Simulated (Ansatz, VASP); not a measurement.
# Sn in two plane-wave programs, part 2 of 3

One calculation is typed for both programs; each brings its own data sets. How far apart do they land? The structure shown is the start of the Ansatz relaxation below; VASP solves that cell, so the two are compared at the walk's first step.

VASP 6.6.1 and Ansatz 0.2.0.

So far: Set-up; Ansatz: relaxation, r2SCAN.

### 3. VASP: single point, r2SCAN, start cell

Level of this step: r2SCAN; plane waves and PAW (Sn_d) (VASP).

The same cell, functional, mesh and smearing now go to VASP, with its own data sets.

Lines of VASP's logs that name or quote its potential files are left out, and so is its time.

The input, INCAR:

```
SYSTEM = Sn
PREC = Accurate
ENCUT = 440
EDIFF = 1E-06
NELM = 120
ISMEAR = 0
SIGMA = 0.015
LREAL = .FALSE.
ALGO = Normal
METAGGA = R2SCAN
LASPH = .TRUE.
NBANDS = 20
LORBIT = 11
LWAVE = .FALSE.
LCHARG = .FALSE.
ISIF = 2
ISYM = 2
GGA_COMPAT = .FALSE.
LMIXTAU = .TRUE.
KPAR = 2
```

The input, POSCAR:

```
Sn
1.0
   -0.0886230000      3.2938290000      3.2938290000
    3.2938290000     -0.0886230000      3.2938290000
    3.2938290000      3.2938290000     -0.0886230000
Sn
2
Direct
    0.4983149037      0.4983149037      0.4983149037
    0.7516848271      0.7516848271      0.7516848271
```

The input, KPOINTS:

```
Points of the shifted mesh
1728
Reciprocal
 0.0416666667  0.0416666667  0.0416666667 1
 0.0416666667  0.0416666667  0.1250000000 1
 0.0416666667  0.0416666667  0.2083333333 1
 0.0416666667  0.0416666667  0.2916666667 1
 0.0416666667  0.0416666667  0.3750000000 1
 0.0416666667  0.0416666667  0.4583333333 1
 0.0416666667  0.0416666667  0.5416666667 1
 0.0416666667  0.0416666667  0.6250000000 1
 0.0416666667  0.0416666667  0.7083333333 1
 0.0416666667  0.0416666667  0.7916666667 1
 0.0416666667  0.0416666667  0.8750000000 1
 0.0416666667  0.0416666667  0.9583333333 1
 0.0416666667  0.1250000000  0.0416666667 1
 0.0416666667  0.1250000000  0.1250000000 1
 0.0416666667  0.1250000000  0.2083333333 1
 0.0416666667  0.1250000000  0.2916666667 1
 0.0416666667  0.1250000000  0.3750000000 1
 0.0416666667  0.1250000000  0.4583333333 1
 0.0416666667  0.1250000000  0.5416666667 1
 0.0416666667  0.1250000000  0.6250000000 1
 0.0416666667  0.1250000000  0.7083333333 1
 0.0416666667  0.1250000000  0.7916666667 1
 0.0416666667  0.1250000000  0.8750000000 1
 0.0416666667  0.1250000000  0.9583333333 1
 0.0416666667  0.2083333333  0.0416666667 1
 0.0416666667  0.2083333333  0.1250000000 1
 0.0416666667  0.2083333333  0.2083333333 1
 0.0416666667  0.2083333333  0.2916666667 1
 0.0416666667  0.2083333333  0.3750000000 1
 0.0416666667  0.2083333333  0.4583333333 1
 0.0416666667  0.2083333333  0.5416666667 1
 0.0416666667  0.2083333333  0.6250000000 1
 0.0416666667  0.2083333333  0.7083333333 1
 0.0416666667  0.2083333333  0.7916666667 1
 0.0416666667  0.2083333333  0.8750000000 1
 0.0416666667  0.2083333333  0.9583333333 1
 0.0416666667  0.2916666667  0.0416666667 1
 0.0416666667  0.2916666667  0.1250000000 1
 0.0416666667  0.2916666667  0.2083333333 1
 0.0416666667  0.2916666667  0.2916666667 1
 0.0416666667  0.2916666667  0.3750000000 1
 0.0416666667  0.2916666667  0.4583333333 1
 0.0416666667  0.2916666667  0.5416666667 1
 0.0416666667  0.2916666667  0.6250000000 1
 0.0416666667  0.2916666667  0.7083333333 1
 0.0416666667  0.2916666667  0.7916666667 1
 0.0416666667  0.2916666667  0.8750000000 1
 0.0416666667  0.2916666667  0.9583333333 1
 0.0416666667  0.3750000000  0.0416666667 1
 0.0416666667  0.3750000000  0.1250000000 1
 0.0416666667  0.3750000000  0.2083333333 1
 0.0416666667  0.3750000000  0.2916666667 1
 0.0416666667  0.3750000000  0.3750000000 1
 0.0416666667  0.3750000000  0.4583333333 1
 0.0416666667  0.3750000000  0.5416666667 1
 0.0416666667  0.3750000000  0.6250000000 1
 0.0416666667  0.3750000000  0.7083333333 1
 0.0416666667  0.3750000000  0.7916666667 1
 0.0416666667  0.3750000000  0.8750000000 1
 0.0416666667  0.3750000000  0.9583333333 1
 0.0416666667  0.4583333333  0.0416666667 1
 0.0416666667  0.4583333333  0.1250000000 1
 0.0416666667  0.4583333333  0.2083333333 1
 0.0416666667  0.4583333333  0.2916666667 1
 0.0416666667  0.4583333333  0.3750000000 1
 0.0416666667  0.4583333333  0.4583333333 1
 0.0416666667  0.4583333333  0.5416666667 1
 0.0416666667  0.4583333333  0.6250000000 1
 0.0416666667  0.4583333333  0.7083333333 1
 0.0416666667  0.4583333333  0.7916666667 1
 0.0416666667  0.4583333333  0.8750000000 1
 0.0416666667  0.4583333333  0.9583333333 1
 0.0416666667  0.5416666667  0.0416666667 1
 0.0416666667  0.5416666667  0.1250000000 1
 0.0416666667  0.5416666667  0.2083333333 1
 0.0416666667  0.5416666667  0.2916666667 1
 0.0416666667  0.5416666667  0.3750000000 1
 0.0416666667  0.5416666667  0.4583333333 1
 0.0416666667  0.5416666667  0.5416666667 1
 0.0416666667  0.5416666667  0.6250000000 1
 0.0416666667  0.5416666667  0.7083333333 1
 0.0416666667  0.5416666667  0.7916666667 1
 0.0416666667  0.5416666667  0.8750000000 1
 0.0416666667  0.5416666667  0.9583333333 1
 0.0416666667  0.6250000000  0.0416666667 1
 0.0416666667  0.6250000000  0.1250000000 1
 0.0416666667  0.6250000000  0.2083333333 1
 0.0416666667  0.6250000000  0.2916666667 1
 0.0416666667  0.6250000000  0.3750000000 1
 0.0416666667  0.6250000000  0.4583333333 1
 0.0416666667  0.6250000000  0.5416666667 1
 0.0416666667  0.6250000000  0.6250000000 1
 0.0416666667  0.6250000000  0.7083333333 1
 0.0416666667  0.6250000000  0.7916666667 1
 0.0416666667  0.6250000000  0.8750000000 1
 0.0416666667  0.6250000000  0.9583333333 1
 0.0416666667  0.7083333333  0.0416666667 1
 0.0416666667  0.7083333333  0.1250000000 1
 0.0416666667  0.7083333333  0.2083333333 1
 0.0416666667  0.7083333333  0.2916666667 1
 0.0416666667  0.7083333333  0.3750000000 1
 0.0416666667  0.7083333333  0.4583333333 1
 0.0416666667  0.7083333333  0.5416666667 1
 0.0416666667  0.7083333333  0.6250000000 1
 0.0416666667  0.7083333333  0.7083333333 1
 0.0416666667  0.7083333333  0.7916666667 1
 0.0416666667  0.7083333333  0.8750000000 1
 0.0416666667  0.7083333333  0.9583333333 1
 0.0416666667  0.7916666667  0.0416666667 1
 0.0416666667  0.7916666667  0.1250000000 1
 0.0416666667  0.7916666667  0.2083333333 1
 0.0416666667  0.7916666667  0.2916666667 1
[... 1390 lines left out ...]
 0.8750000000  0.4583333333  0.1250000000 1
 0.8750000000  0.4583333333  0.2083333333 1
 0.8750000000  0.4583333333  0.2916666667 1
 0.8750000000  0.4583333333  0.3750000000 1
 0.8750000000  0.4583333333  0.4583333333 1
 0.8750000000  0.4583333333  0.5416666667 1
 0.8750000000  0.4583333333  0.6250000000 1
 0.8750000000  0.4583333333  0.7083333333 1
 0.8750000000  0.4583333333  0.7916666667 1
 0.8750000000  0.4583333333  0.8750000000 1
 0.8750000000  0.4583333333  0.9583333333 1
 0.8750000000  0.5416666667  0.0416666667 1
 0.8750000000  0.5416666667  0.1250000000 1
 0.8750000000  0.5416666667  0.2083333333 1
 0.8750000000  0.5416666667  0.2916666667 1
 0.8750000000  0.5416666667  0.3750000000 1
 0.8750000000  0.5416666667  0.4583333333 1
 0.8750000000  0.5416666667  0.5416666667 1
 0.8750000000  0.5416666667  0.6250000000 1
 0.8750000000  0.5416666667  0.7083333333 1
 0.8750000000  0.5416666667  0.7916666667 1
 0.8750000000  0.5416666667  0.8750000000 1
 0.8750000000  0.5416666667  0.9583333333 1
 0.8750000000  0.6250000000  0.0416666667 1
 0.8750000000  0.6250000000  0.1250000000 1
 0.8750000000  0.6250000000  0.2083333333 1
 0.8750000000  0.6250000000  0.2916666667 1
 0.8750000000  0.6250000000  0.3750000000 1
 0.8750000000  0.6250000000  0.4583333333 1
 0.8750000000  0.6250000000  0.5416666667 1
 0.8750000000  0.6250000000  0.6250000000 1
 0.8750000000  0.6250000000  0.7083333333 1
 0.8750000000  0.6250000000  0.7916666667 1
 0.8750000000  0.6250000000  0.8750000000 1
 0.8750000000  0.6250000000  0.9583333333 1
 0.8750000000  0.7083333333  0.0416666667 1
 0.8750000000  0.7083333333  0.1250000000 1
 0.8750000000  0.7083333333  0.2083333333 1
 0.8750000000  0.7083333333  0.2916666667 1
 0.8750000000  0.7083333333  0.3750000000 1
 0.8750000000  0.7083333333  0.4583333333 1
 0.8750000000  0.7083333333  0.5416666667 1
 0.8750000000  0.7083333333  0.6250000000 1
 0.8750000000  0.7083333333  0.7083333333 1
 0.8750000000  0.7083333333  0.7916666667 1
 0.8750000000  0.7083333333  0.8750000000 1
 0.8750000000  0.7083333333  0.9583333333 1
 0.8750000000  0.7916666667  0.0416666667 1
 0.8750000000  0.7916666667  0.1250000000 1
 0.8750000000  0.7916666667  0.2083333333 1
 0.8750000000  0.7916666667  0.2916666667 1
 0.8750000000  0.7916666667  0.3750000000 1
 0.8750000000  0.7916666667  0.4583333333 1
 0.8750000000  0.7916666667  0.5416666667 1
 0.8750000000  0.7916666667  0.6250000000 1
 0.8750000000  0.7916666667  0.7083333333 1
 0.8750000000  0.7916666667  0.7916666667 1
 0.8750000000  0.7916666667  0.8750000000 1
 0.8750000000  0.7916666667  0.9583333333 1
 0.8750000000  0.8750000000  0.0416666667 1
 0.8750000000  0.8750000000  0.1250000000 1
 0.8750000000  0.8750000000  0.2083333333 1
 0.8750000000  0.8750000000  0.2916666667 1
 0.8750000000  0.8750000000  0.3750000000 1
 0.8750000000  0.8750000000  0.4583333333 1
 0.8750000000  0.8750000000  0.5416666667 1
 0.8750000000  0.8750000000  0.6250000000 1
 0.8750000000  0.8750000000  0.7083333333 1
 0.8750000000  0.8750000000  0.7916666667 1
 0.8750000000  0.8750000000  0.8750000000 1
 0.8750000000  0.8750000000  0.9583333333 1
 0.8750000000  0.9583333333  0.0416666667 1
 0.8750000000  0.9583333333  0.1250000000 1
 0.8750000000  0.9583333333  0.2083333333 1
 0.8750000000  0.9583333333  0.2916666667 1
 0.8750000000  0.9583333333  0.3750000000 1
 0.8750000000  0.9583333333  0.4583333333 1
 0.8750000000  0.9583333333  0.5416666667 1
 0.8750000000  0.9583333333  0.6250000000 1
 0.8750000000  0.9583333333  0.7083333333 1
 0.8750000000  0.9583333333  0.7916666667 1
 0.8750000000  0.9583333333  0.8750000000 1
 0.8750000000  0.9583333333  0.9583333333 1
 0.9583333333  0.0416666667  0.0416666667 1
 0.9583333333  0.0416666667  0.1250000000 1
 0.9583333333  0.0416666667  0.2083333333 1
 0.9583333333  0.0416666667  0.2916666667 1
 0.9583333333  0.0416666667  0.3750000000 1
 0.9583333333  0.0416666667  0.4583333333 1
 0.9583333333  0.0416666667  0.5416666667 1
 0.9583333333  0.0416666667  0.6250000000 1
 0.9583333333  0.0416666667  0.7083333333 1
 0.9583333333  0.0416666667  0.7916666667 1
 0.9583333333  0.0416666667  0.8750000000 1
 0.9583333333  0.0416666667  0.9583333333 1
 0.9583333333  0.1250000000  0.0416666667 1
 0.9583333333  0.1250000000  0.1250000000 1
 0.9583333333  0.1250000000  0.2083333333 1
 0.9583333333  0.1250000000  0.2916666667 1
 0.9583333333  0.1250000000  0.3750000000 1
 0.9583333333  0.1250000000  0.4583333333 1
 0.9583333333  0.1250000000  0.5416666667 1
 0.9583333333  0.1250000000  0.6250000000 1
 0.9583333333  0.1250000000  0.7083333333 1
 0.9583333333  0.1250000000  0.7916666667 1
 0.9583333333  0.1250000000  0.8750000000 1
 0.9583333333  0.1250000000  0.9583333333 1
 0.9583333333  0.2083333333  0.0416666667 1
 0.9583333333  0.2083333333  0.1250000000 1
 0.9583333333  0.2083333333  0.2083333333 1
 0.9583333333  0.2083333333  0.2916666667 1
 0.9583333333  0.2083333333  0.3750000000 1
 0.9583333333  0.2083333333  0.4583333333 1
 0.9583333333  0.2083333333  0.5416666667 1
 0.9583333333  0.2083333333  0.6250000000 1
 0.9583333333  0.2083333333  0.7083333333 1
 0.9583333333  0.2083333333  0.7916666667 1
 0.9583333333  0.2083333333  0.8750000000 1
 0.9583333333  0.2083333333  0.9583333333 1
 0.9583333333  0.2916666667  0.0416666667 1
 0.9583333333  0.2916666667  0.1250000000 1
 0.9583333333  0.2916666667  0.2083333333 1
 0.9583333333  0.2916666667  0.2916666667 1
 0.9583333333  0.2916666667  0.3750000000 1
 0.9583333333  0.2916666667  0.4583333333 1
 0.9583333333  0.2916666667  0.5416666667 1
 0.9583333333  0.2916666667  0.6250000000 1
 0.9583333333  0.2916666667  0.7083333333 1
 0.9583333333  0.2916666667  0.7916666667 1
 0.9583333333  0.2916666667  0.8750000000 1
 0.9583333333  0.2916666667  0.9583333333 1
 0.9583333333  0.3750000000  0.0416666667 1
 0.9583333333  0.3750000000  0.1250000000 1
 0.9583333333  0.3750000000  0.2083333333 1
 0.9583333333  0.3750000000  0.2916666667 1
 0.9583333333  0.3750000000  0.3750000000 1
 0.9583333333  0.3750000000  0.4583333333 1
 0.9583333333  0.3750000000  0.5416666667 1
 0.9583333333  0.3750000000  0.6250000000 1
 0.9583333333  0.3750000000  0.7083333333 1
 0.9583333333  0.3750000000  0.7916666667 1
 0.9583333333  0.3750000000  0.8750000000 1
 0.9583333333  0.3750000000  0.9583333333 1
 0.9583333333  0.4583333333  0.0416666667 1
 0.9583333333  0.4583333333  0.1250000000 1
 0.9583333333  0.4583333333  0.2083333333 1
 0.9583333333  0.4583333333  0.2916666667 1
 0.9583333333  0.4583333333  0.3750000000 1
 0.9583333333  0.4583333333  0.4583333333 1
 0.9583333333  0.4583333333  0.5416666667 1
 0.9583333333  0.4583333333  0.6250000000 1
 0.9583333333  0.4583333333  0.7083333333 1
 0.9583333333  0.4583333333  0.7916666667 1
 0.9583333333  0.4583333333  0.8750000000 1
 0.9583333333  0.4583333333  0.9583333333 1
 0.9583333333  0.5416666667  0.0416666667 1
 0.9583333333  0.5416666667  0.1250000000 1
 0.9583333333  0.5416666667  0.2083333333 1
 0.9583333333  0.5416666667  0.2916666667 1
 0.9583333333  0.5416666667  0.3750000000 1
 0.9583333333  0.5416666667  0.4583333333 1
 0.9583333333  0.5416666667  0.5416666667 1
 0.9583333333  0.5416666667  0.6250000000 1
 0.9583333333  0.5416666667  0.7083333333 1
 0.9583333333  0.5416666667  0.7916666667 1
 0.9583333333  0.5416666667  0.8750000000 1
 0.9583333333  0.5416666667  0.9583333333 1
 0.9583333333  0.6250000000  0.0416666667 1
 0.9583333333  0.6250000000  0.1250000000 1
 0.9583333333  0.6250000000  0.2083333333 1
 0.9583333333  0.6250000000  0.2916666667 1
 0.9583333333  0.6250000000  0.3750000000 1
 0.9583333333  0.6250000000  0.4583333333 1
 0.9583333333  0.6250000000  0.5416666667 1
 0.9583333333  0.6250000000  0.6250000000 1
 0.9583333333  0.6250000000  0.7083333333 1
 0.9583333333  0.6250000000  0.7916666667 1
 0.9583333333  0.6250000000  0.8750000000 1
 0.9583333333  0.6250000000  0.9583333333 1
 0.9583333333  0.7083333333  0.0416666667 1
 0.9583333333  0.7083333333  0.1250000000 1
 0.9583333333  0.7083333333  0.2083333333 1
 0.9583333333  0.7083333333  0.2916666667 1
 0.9583333333  0.7083333333  0.3750000000 1
 0.9583333333  0.7083333333  0.4583333333 1
 0.9583333333  0.7083333333  0.5416666667 1
 0.9583333333  0.7083333333  0.6250000000 1
 0.9583333333  0.7083333333  0.7083333333 1
 0.9583333333  0.7083333333  0.7916666667 1
 0.9583333333  0.7083333333  0.8750000000 1
 0.9583333333  0.7083333333  0.9583333333 1
 0.9583333333  0.7916666667  0.0416666667 1
 0.9583333333  0.7916666667  0.1250000000 1
 0.9583333333  0.7916666667  0.2083333333 1
 0.9583333333  0.7916666667  0.2916666667 1
 0.9583333333  0.7916666667  0.3750000000 1
 0.9583333333  0.7916666667  0.4583333333 1
 0.9583333333  0.7916666667  0.5416666667 1
 0.9583333333  0.7916666667  0.6250000000 1
 0.9583333333  0.7916666667  0.7083333333 1
 0.9583333333  0.7916666667  0.7916666667 1
 0.9583333333  0.7916666667  0.8750000000 1
 0.9583333333  0.7916666667  0.9583333333 1
 0.9583333333  0.8750000000  0.0416666667 1
 0.9583333333  0.8750000000  0.1250000000 1
 0.9583333333  0.8750000000  0.2083333333 1
 0.9583333333  0.8750000000  0.2916666667 1
 0.9583333333  0.8750000000  0.3750000000 1
 0.9583333333  0.8750000000  0.4583333333 1
 0.9583333333  0.8750000000  0.5416666667 1
 0.9583333333  0.8750000000  0.6250000000 1
 0.9583333333  0.8750000000  0.7083333333 1
 0.9583333333  0.8750000000  0.7916666667 1
 0.9583333333  0.8750000000  0.8750000000 1
 0.9583333333  0.8750000000  0.9583333333 1
 0.9583333333  0.9583333333  0.0416666667 1
 0.9583333333  0.9583333333  0.1250000000 1
 0.9583333333  0.9583333333  0.2083333333 1
 0.9583333333  0.9583333333  0.2916666667 1
 0.9583333333  0.9583333333  0.3750000000 1
 0.9583333333  0.9583333333  0.4583333333 1
 0.9583333333  0.9583333333  0.5416666667 1
 0.9583333333  0.9583333333  0.6250000000 1
 0.9583333333  0.9583333333  0.7083333333 1
 0.9583333333  0.9583333333  0.7916666667 1
 0.9583333333  0.9583333333  0.8750000000 1
 0.9583333333  0.9583333333  0.9583333333 1
```

The projector-augmented-wave data sets are Sn_d (PBE family, release 64).

The run is started by

```sh
mpirun -np 2 vasp_std
```

Output:

```text
[banner, memory and clock lines left out]
running    2 mpi-ranks, on    1 nodes
 distrk:  each k-point on    1 cores,    2 groups
 distr:  one band on    1 cores,    1 groups

 POSCAR found type information on POSCAR Sn
 POSCAR found :  1 types and       2 ions
|                                                                             |
|               ----> ADVICE to this user running VASP <----                  |
|                                                                             |
|     You enforced a specific xc type in the INCAR file but a different       |
|     [... a line on the potential file left out ...]
|     I HOPE YOU KNOW WHAT YOU ARE DOING!                                     |
|                                                                             |

 LDA part: xc-table for (None), standard interpolation
 POSCAR, INCAR and KPOINTS ok, starting setup
 FFT: planning ... GRIDC
 FFT: planning ... GRID_SOFT
 FFT: planning ... GRID
 WAVECAR not read
 entering main loop
       N       E                     dE             d eps       ncg     rms          rms(c)
DAV:   1     0.172149727919E+03    0.17215E+03   -0.14223E+04 69592   0.184E+03
DAV:   2    -0.306004731607E+02   -0.20275E+03   -0.19917E+03 69432   0.421E+02
DAV:   3    -0.529413807121E+02   -0.22341E+02   -0.22221E+02 79308   0.141E+02
DAV:   4    -0.536662709538E+02   -0.72489E+00   -0.72457E+00 78024   0.290E+01
DAV:   5    -0.536940187217E+02   -0.27748E-01   -0.27747E-01 98716   0.537E+00    0.439E+00
DAV:   6    -0.497209164927E+02    0.39731E+01   -0.13185E+00 73408   0.193E+01    0.212E+00
DAV:   7    -0.488789361474E+02    0.84198E+00   -0.44758E-01 71032   0.757E+00    0.795E-01
DAV:   8    -0.495741642016E+02   -0.69523E+00   -0.36985E-01 69228   0.516E+00    0.421E-01
DAV:   9    -0.494494201687E+02    0.12474E+00   -0.29852E-02 76304   0.147E+00    0.267E-01
DAV:  10    -0.494517976873E+02   -0.23775E-02   -0.67265E-03 70852   0.745E-01    0.221E-01
DAV:  11    -0.494507716852E+02    0.10260E-02   -0.45468E-03 71396   0.626E-01    0.471E-02
DAV:  12    -0.494577822586E+02   -0.70106E-02   -0.33681E-03 69540   0.542E-01    0.289E-02
DAV:  13    -0.494588279542E+02   -0.10457E-02   -0.21170E-04 79924   0.124E-01    0.151E-02
DAV:  14    -0.494597791375E+02   -0.95118E-03   -0.23654E-04 69644   0.134E-01    0.570E-03
DAV:  15    -0.494598784094E+02   -0.99272E-04   -0.42101E-05 71452   0.585E-02    0.282E-03
DAV:  16    -0.494598773200E+02    0.10894E-05   -0.69635E-06 62332   0.273E-02    0.207E-03
DAV:  17    -0.494598792653E+02   -0.19453E-05   -0.35312E-06 56736   0.194E-02    0.150E-03
DAV:  18    -0.494598817808E+02   -0.25156E-05   -0.53615E-07 58028   0.859E-03    0.110E-03
DAV:  19    -0.494598823018E+02   -0.52092E-06   -0.23466E-07 43020   0.542E-03
   1 F= -.49459882E+02 E0= -.49459867E+02  d E =-.311534E-04
```

(Continued in part 3 of 3.)

[Lines on the potential files, build, host, timing and source positions are cut from VASP's logs without a mark.]

[Logs are printed without paths, hosts, clocks, repeated set-up lines and the standing remarks that a program may print on its own settings, such as how far it seeks lower states.]

[Hosts, paths, dates, database ids (printed as entryN), source tags and the programs' standing remarks are cut or masked in the printed files.]
